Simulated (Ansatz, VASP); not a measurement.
**WSeS in two plane-wave programs**

One calculation is typed for both programs; each brings its own data sets. How far apart do they land? The cell is taken from a series of runs on this material, whose earlier steps may have relaxed, scaled, displaced or heated it; both programs get it as it stands.

Calculated with Ansatz 0.2.0; plane waves, with VASP 6.6.1 beside it; PBEsol.

## (1) Starting point

The cell holds 3 atoms: 1 W, 1 S and 1 Se. Cell: a = 3.111 Å, b = 3.111 Å, c = 30.400 Å, α = 90.0°, β = 90.0°, γ = 120.0°. Vacuum lies along c.

As a file:

```cif
data_structure
_symmetry_space_group_name_H-M 'P 1'
_symmetry_Int_Tables_number 1
_cell_length_a 3.1108
_cell_length_b 3.1108
_cell_length_c 30.4000
_cell_angle_alpha 90.000
_cell_angle_beta 90.000
_cell_angle_gamma 120.000
_cell_volume 254.77
loop_
_atom_site_label
_atom_site_type_symbol
_atom_site_fract_x
_atom_site_fract_y
_atom_site_fract_z
_atom_site_occupancy
W1 W 0.33333 0.66667 0.32976 1
S2 S 0.66667 0.33333 0.38141 1
Se3 Se 0.66667 0.33333 0.27238 1
```

## (2) Ansatz: zone-centre phonons, PBEsol, pair 1

Ansatz runs on its PAW soft_1 files.

Second derivatives magnify differences that forces hide, and they need a tight electronic threshold.

File input.yaml:

```yaml
crystal:
  lattice:
    - [3.110786332, 0.0, 0.0]
    - [-1.555393166, 2.6940199892, 0.0]
    - [0.0, 0.0, 30.4]
  atoms:
    - { symbol: W, position: [0.3333333333, 0.6666666667, 0.3297621004] }
    - { symbol: S, position: [0.6666666667, 0.3333333333, 0.3814124646] }
    - { symbol: Se, position: [0.6666666667, 0.3333333333, 0.2723780665] }
  periodic: [true, true, false]
kpoints:
  mp_grid: { grid: [12, 12, 1] }
hamiltonian:
  xc: pbesol
  pseudopotentials: { kind: paw, azcp: { folder: soft_1 }, xc_functional: pbe }
scf:
  occupations: { method: fixed }
output:
  eigenvalues: true
phonons:
  method: dfpt
```

On the command line:

```
$ ansatz run input.yaml --threads 4 --pin off --max-ram 16384MiB --backend cpu --events-out ev --progress --plain --runs-dir out
```

Numbers of over 12 decimals in the logs are rounded to 6 here.

Output:

```text
Engine: ansatz 0.2.0, aarch64-unknown-linux-gnu
Pseudopotentials: kind: paw
Pseudopotential: W, paw, valence charge 14, recommended cutoff 420 eV (normal), soft_1/W.paw.azcp
Pseudopotential: S, paw, valence charge 6, recommended cutoff 420 eV (normal), soft_1/S.paw.azcp
Pseudopotential: Se, paw, valence charge 16, recommended cutoff 420 eV (normal), soft_1/Se.paw.azcp
Functional definition: PBEsol
  exchange = pbesol_x
  correlation = pbesol_c
Crystal: 3 atoms, lattice volume = 254.768 Å³
Basis set: ecut = 420 eV, 4949 PW (Γ), exchange–correlation on 48×48×432 points (8 copies of the dense FFT grid, shifted against one another)
Bands: 22, of which v1, the nominal top of the filled ones, is band 18 counted from 1 (17 counted from 0)
Symmetry: 6 space group operations
k-points: 43 of 144 (irreducible under 2 space group operations, time reversal used)
Non-local potential: W, projectors of the file, l = 0: 3, l = 1: 2, l = 2: 2, l = 3: 1
Non-local potential: S, projectors of the file, l = 0: 2, l = 1: 2, l = 2: 1
Non-local potential: Se, projectors of the file, l = 0: 2, l = 1: 2, l = 2: 3, l = 3: 1
PAW form: soft (Blöchl's): semilocal exchange-correlation on the pseudo side does not see the compensation charge
PAW frozen core: W, regenerated for the run's functional, and the local potential with it (the file was generated under x = pbe(κ = 0.804, μ = 0.219515), c = pbe(β = 0.066725))
PAW frozen core: S, regenerated for the run's functional, and the local potential with it (the file was generated under x = pbe(κ = 0.804, μ = 0.219515), c = pbe(β = 0.066725))
PAW frozen core: Se, regenerated for the run's functional, and the local potential with it (the file was generated under x = pbe(κ = 0.804, μ = 0.219515), c = pbe(β = 0.066725))
PAW one-centre angular grid: W, 590 points (default); XC on 64 Gauss nodes
PAW one-centre angular grid: S, 110 points (default); XC on 64 Gauss nodes
PAW one-centre angular grid: Se, 590 points (default); XC on 64 Gauss nodes
Initial density: superposition of atomic densities (neutral atoms: chi_scale 0, normalization atom)
Initial wavefunctions: pseudopotential atomic-orbital guess
Functional: x = pbesol(κ = 0.804, μ = 0.123457), c = pbesol(β = 0.046)
SCF iter   1: F=—  HF=-16569.271890 eV  |F-HF|=—  |Δ(HF+E_count)|=         —  Δρ=1.81e-2  dr2=1.90e0  ethr=3.10e-3  ⟨swp⟩=7.2  Hψ=5652  notcnv=0  defer=71
preconditioner: auto → Resta (q_TF=auto, 1.969 Å⁻¹)  ε∞=2.2  [insulator: Δε(μ)=1.887 eV  Ē_g=9.048 eV  n_scr=18 (ndim 8)  ℏωp=9.9 eV  f_vac=0.760  ε∞_Penn≈2.2  vacuum switching on, ρ_ref=5.9e-3 e/Å³]
SCF iter   2: F=—  HF=-16568.989527 eV  |F-HF|=—  |Δ(HF+E_count)|=   2.82e-1  Δρ=1.18e-2  dr2=1.89e0  ethr=3.10e-3  ⟨swp⟩=4.9  Hψ=2260  notcnv=0  defer=81
SCF iter   3: F=—  HF=-16568.904291 eV  |F-HF|=—  |Δ(HF+E_count)|=   8.52e-2  Δρ=7.52e-3  dr2=1.19e0  ethr=3.10e-3  ⟨swp⟩=4.7  Hψ=1727  notcnv=0  defer=80
SCF iter   4: F=—  HF=-16568.800763 eV  |F-HF|=—  |Δ(HF+E_count)|=   1.04e-1  Δρ=3.39e-3  dr2=1.18e-1  ethr=3.10e-3  ⟨swp⟩=2.6  Hψ=1439  notcnv=0  defer=76
SCF iter   5: F=—  HF=-16568.797074 eV  |F-HF|=—  |Δ(HF+E_count)|=   3.69e-3  Δρ=1.40e-3  dr2=5.84e-3  ethr=3.27e-4  ⟨swp⟩=3.5  Hψ=1778  notcnv=0  defer=84
SCF iter   6: F=—  HF=-16568.796957 eV  |F-HF|=—  |Δ(HF+E_count)|=   1.17e-4  Δρ=3.59e-4  dr2=2.80e-4  ethr=1.62e-5  ⟨swp⟩=4.4  Hψ=2237  notcnv=0  defer=86
SCF iter   7: F=—  HF=-16568.797025 eV  |F-HF|=—  |Δ(HF+E_count)|=   6.79e-5  Δρ=1.27e-4  dr2=5.84e-5  ethr=7.79e-7  ⟨swp⟩=3.0  Hψ=2047  notcnv=0  defer=86
SCF iter   8: F=—  HF=-16568.797027 eV  |F-HF|=—  |Δ(HF+E_count)|=   1.78e-6  Δρ=3.84e-5  dr2=4.59e-6  ethr=1.62e-7  ⟨swp⟩=4.0  Hψ=2226  notcnv=0  defer=86
SCF iter   9: F=—  HF=-16568.797031 eV  |F-HF|=—  |Δ(HF+E_count)|=   4.03e-6  Δρ=6.70e-6  dr2=3.16e-7  ethr=1.27e-8  ⟨swp⟩=3.2  Hψ=1739  notcnv=0  defer=85
SCF iter  10: F=—  HF=-16568.797026 eV  |F-HF|=—  |Δ(HF+E_count)|=   4.98e-6  Δρ=1.99e-6  dr2=2.25e-8  ethr=8.78e-10  ⟨swp⟩=3.4  Hψ=2014  notcnv=0  defer=82
SCF iter  11: F=—  HF=-16568.797026 eV  |F-HF|=—  |Δ(HF+E_count)|=   2.14e-8  Δρ=1.19e-6  dr2=8.48e-9  ethr=6.26e-11  ⟨swp⟩=4.0  Hψ=2388  notcnv=0  defer=82
SCF iter  12: F=—  HF=-16568.797026 eV  |F-HF|=—  |Δ(HF+E_count)|=  6.04e-10  Δρ=3.19e-7  dr2=1.71e-9  ethr=2.36e-11  ⟨swp⟩=3.1  Hψ=1615  notcnv=0  defer=82
SCF iter  13: F=—  HF=-16568.797026 eV  |F-HF|=—  |Δ(HF+E_count)|=  6.91e-10  Δρ=1.26e-7  dr2=1.19e-10  ethr=4.75e-12  ⟨swp⟩=3.0  Hψ=1450  notcnv=0  defer=81
SCF iter  14: F=-16568.797026 eV  HF=-16568.797026 eV  |F-HF|=6.18e-11  |Δ(HF+E_count)|=  7.42e-10  Δρ=3.37e-8  dr2=3.74e-12  ethr=1.00e-12  ⟨swp⟩=20.6  Hψ=9349  notcnv=0
SCF 1 converged in 14 iterations: F = -16568.797026 eV  dr2 = 3.74e-12
  greatest PAW one-centre occupation: 1.000 electrons in one spin orbital (limit 2), on the Se atom at site 2 (counted from 0), in its partial waves of l = 2
DFPT response loops at Γ: preconditioner auto → none (the input reference at scf.mixing.eps_inf says where Resta's filter doesn't serve); β = 0.50; Broyden in place of MSR1
SCF converged after 14 iterations
Free energy (F): -16568.797026 eV
Harris-Foulkes:  -16568.797026 eV  (|F-HF|=6.18e-11)
Internal energy: -16568.797026 eV  (E = F + TS)
E sigma→0 (E₀):  -16568.797026 eV
Fermi energy:    -5.356430 eV
--- Per-component energies (eV) ---
  E_band       = -1141.290726
  E_kinetic    = 643.586812
  E_local      = -88438.162514  (includes V_loc(G=0)·N_el)
  E_nonlocal   = -340.638426
  E_hartree    = 43881.901017
  E_xc         = -440.723522
  E_vxc        = -406.955406  (∫ρ·V_xc dr)
  E_paw        = -11129.714726  (= ΣΔE_a)
  E_vpaw       = -362.922868  (= ΣTr[D̂ρ^β])
  E_aug_tail   = -0.000204  (compensation charges beyond the density's cutoff)
  E_ewald      = 39253.662280
  E_core_change = 1.292259  (= ΣΔE_core)
  E_smearing   = -0.000000  (= −TS)
  E_closure    = 0.000000  (closes the sum)
  Σ components = -16568.797026   (vs F -16568.797026, Δ=0.00e0)
--- Band table (eV; the first three rows and the last of 43) ---
  k-point 0: bands = [... 14 lower, -7.8070, -6.2632, -6.2632, -5.8941, -2.0790, -2.0790, -1.7786, -1.7786]
  k-point 1: bands = [... 14 lower, -7.7079, -6.4412, -6.4097, -5.8689, -2.3775, -2.1961 (-2.1961°), -2.0662, -1.7300]
  k-point 2: bands = [... 14 lower, -7.5431, -6.7774, -6.7305, -5.9927, -3.1607, -2.3387, -2.3056, -1.3211]
  k-point 42: bands = [... 14 lower, -9.0965, -8.7172, -7.4311, -5.8663, -3.1056, -2.1526, -1.5921, -0.1429]
  ° read free of the cell's end (the report's vacuum.weakly_bound_levels)
--- Phonons (Γ-DFPT): 6 representative perturbations + reference, on 43 of 144 k-points (Σ response iterations 28) ---
  k mesh reduced under 2 symmetry operations, with k and −k counted as one. Each operation leaves every solved perturbation unchanged. A smaller set is not used because it would not reduce the number of displacements times k-points to solve
  ASR residual: 3.356e-5 → 0.000e0 eV/Å²; symmetrization residual: 2.487e-5 eV/Å²
  ASR residual per site (eV/Å²): 9.92e-6 2.72e-5 3.36e-5
  Γ frequencies (cm⁻¹): 0.00 0.00 0.00 204.48 204.48 283.43 339.04 339.04 430.22
  non-analytic LO–TO correction: not included (Born effective charges unavailable; polar crystals: no LO–TO splitting at Γ)
```

Reading the cycles: dr2 is the Hartree energy of the density residual (eV), the measure of convergence; HF is the Harris–Foulkes estimate of the energy, which meets the free energy F at convergence.

[end of part 1 of 3]

[Lines on the potential files, build, host, timing and source positions are cut from VASP's logs without a mark.]

[Logs are printed without paths, hosts, clocks, repeated set-up lines and the standing remarks that a program may print on its own settings, such as how far it seeks lower states.]

[Hosts, paths, dates, database ids (printed as entryN), source tags and the programs' standing remarks are cut or masked in the printed files.]
